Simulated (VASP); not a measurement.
Computed with PBE GGA, VASP's PBE PAW potentials (set 64) (plane waves; VASP).

VASP input:

KPOINTS:
```
kpoints
0
G
1 1 1
0 0 0
```

INCAR:
```
# general
SYSTEM  = Ga31P33
PREC    = Normal
ENCUT   = 400   # plane-wave cut-off (eV)
LREAL   = Auto
LASPH   = .True.   # aspherical one-centre terms
ISYM    = 0
NELECT  = 256.0

# electronic loop
EDIFF   = 1E-5   # SCF stop (eV)
NELM    = 100
NELMIN  = 4
ALGO    = Fast   # Davidson, then RMM-DIIS
LMAXMIX = 4   # l cut-off of mixed one-centre charges

# smearing
ISMEAR  = 0   # Gaussian
SIGMA   = 0.05   # width (eV)

# functional
GGA     = PE

# ions
IBRION  = 2   # conjugate gradients
NSW     = 60   # most ionic steps
ISIF    = 2   # forces and stress, cell fixed
EDIFFG  = -0.03   # ionic stop

# output
LWAVE   = .False.
LCHARG  = .False.
```

File POSCAR:
```
Ga31P33
1
   11.0671092084     0.0000000000     0.0000000000
    0.0000000000    11.0671092084     0.0000000000
   -0.0000000000    -0.0000000000    11.0671092084
Ga P
31 33
Direct
  0.5000000000   0.0000000000   0.0000000000
  0.7500000000   0.2500000000   0.0000000000
  0.7500000000   0.0000000000   0.2500000000
  0.0000000000   0.0000000000   0.0000000000
  0.2500000000   0.2500000000   0.0000000000
  0.5000000000   0.5000000000   0.0000000000
  0.7500000000   0.7500000000   0.0000000000
  0.2500000000   0.0000000000   0.2500000000
  0.5000000000   0.2500000000   0.2500000000
  0.7500000000   0.5000000000   0.2500000000
  0.5000000000   0.0000000000   0.5000000000
  0.7500000000   0.2500000000   0.5000000000
  0.7500000000   0.0000000000   0.7500000000
  0.0000000000   0.5000000000   0.0000000000
  0.2500000000   0.7500000000   0.0000000000
  0.0000000000   0.2500000000   0.2500000000
  0.2500000000   0.5000000000   0.2500000000
  0.5000000000   0.7500000000   0.2500000000
  0.0000000000   0.0000000000   0.5000000000
  0.2500000000   0.2500000000   0.5000000000
  0.7500000000   0.7500000000   0.5000000000
  0.2500000000   0.0000000000   0.7500000000
  0.5000000000   0.2500000000   0.7500000000
  0.7500000000   0.5000000000   0.7500000000
  0.0000000000   0.7500000000   0.2500000000
  0.0000000000   0.5000000000   0.5000000000
  0.2500000000   0.7500000000   0.5000000000
  0.0000000000   0.2500000000   0.7500000000
  0.2500000000   0.5000000000   0.7500000000
  0.5000000000   0.7500000000   0.7500000000
  0.0000000000   0.7500000000   0.7500000000
  0.6250000000   0.1250000000   0.1250000000
  0.8750000000   0.3750000000   0.1250000000
  0.8750000000   0.1250000000   0.3750000000
  0.1250000000   0.1250000000   0.1250000000
  0.3750000000   0.3750000000   0.1250000000
  0.6250000000   0.6250000000   0.1250000000
  0.8750000000   0.8750000000   0.1250000000
  0.3750000000   0.1250000000   0.3750000000
  0.6205810000   0.3716930000   0.3763330000
  0.8750000000   0.6250000000   0.3750000000
  0.6250000000   0.1250000000   0.6250000000
  0.8750000000   0.3750000000   0.6250000000
  0.8750000000   0.1250000000   0.8750000000
  0.1250000000   0.6250000000   0.1250000000
  0.3750000000   0.8750000000   0.1250000000
  0.1250000000   0.3750000000   0.3750000000
  0.3707370000   0.6222330000   0.3728250000
  0.6250000000   0.8750000000   0.3750000000
  0.1250000000   0.1250000000   0.6250000000
  0.3782530000   0.3705100000   0.6215560000
  0.4980810000   0.5003660000   0.4964600000
  0.6276210000   0.6222660000   0.6244700000
  0.8750000000   0.8750000000   0.6250000000
  0.3750000000   0.1250000000   0.8750000000
  0.6250000000   0.3750000000   0.8750000000
  0.8750000000   0.6250000000   0.8750000000
  0.1250000000   0.8750000000   0.3750000000
  0.1250000000   0.6250000000   0.6250000000
  0.3750000000   0.8750000000   0.6250000000
  0.1250000000   0.3750000000   0.8750000000
  0.3750000000   0.6250000000   0.8750000000
  0.6250000000   0.8750000000   0.8750000000
  0.1250000000   0.8750000000   0.8750000000
```

POTCAR, in this order: Ga P (PBE.64 set). Program: vasp_gam.

The cell is charged, with a uniform compensating background. The supercell is sampled at Γ alone, which is coarse: total energies, pressure and levels can be off, energies of defects by several tenths of an eV.

Problem. What does the run give for the energy per atom (σ→0)?

Solution. 
The energy per atom (σ→0) is -4.599 eV/atom.

OSZICAR:
```
...
       N       E                     dE             d eps       ncg     rms          rms(c)
DAV:   1    -0.294307403610E+03   -0.16200E-02   -0.15009E-01   348   0.694E-01    0.219E-01
RMM:   2    -0.294308185442E+03   -0.78183E-03   -0.94026E-03   322   0.213E-01    0.523E-02
RMM:   3    -0.294308336743E+03   -0.15130E-03   -0.17820E-03   329   0.950E-02    0.524E-02
RMM:   4    -0.294308341147E+03   -0.44037E-05   -0.27232E-04   338   0.398E-02    0.371E-02
RMM:   5    -0.294308337780E+03    0.33667E-05   -0.12021E-04   322   0.213E-02    0.129E-02
RMM:   6    -0.294308336531E+03    0.12488E-05   -0.19524E-05   197   0.102E-02
  11 F= -.29430834E+03 E0= -.29430834E+03  d E =-.255291E-02
```

The cell is a supercell with a defect, built from GaP (zinc blende): P_Ga, charge +2. The run is not spin-polarised, so no state with unpaired spins was tried.
